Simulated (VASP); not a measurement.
```
NbSi
1.0
    3.12628     0.00000     0.00000
    0.00000     3.12628     0.00000
    0.00000     0.00000     3.12628
Nb Si
1 1
Direct
  0.00000   0.00000   0.00000
  0.50000   0.50000   0.50000
```

Level of theory: PBEsol GGA, VASP's PBE PAW potentials (set 64) (plane waves; VASP). Run with 400 eV cut-off, 13×13×13 Γ-centred mesh, tetrahedra with Blöchl corrections, potentials Nb_sv Si.

Predict the energy per atom (σ→0), band gap (on the k-mesh) with the smallest direct gap where there is one.

```json
{
  "band gap (on the k-mesh)": "none (metal, semimetal or under 0.01 eV)",
  "energy per atom (σ→0)": "-8.619 eV/atom"
}
```

The structure was generated: NbSi was put into the CsCl type type (Pm-3m), which need not be its known phase. It was relaxed first, which changed the volume by -33 %. The electron count is odd and the run is not spin-polarised, which forces a metal.
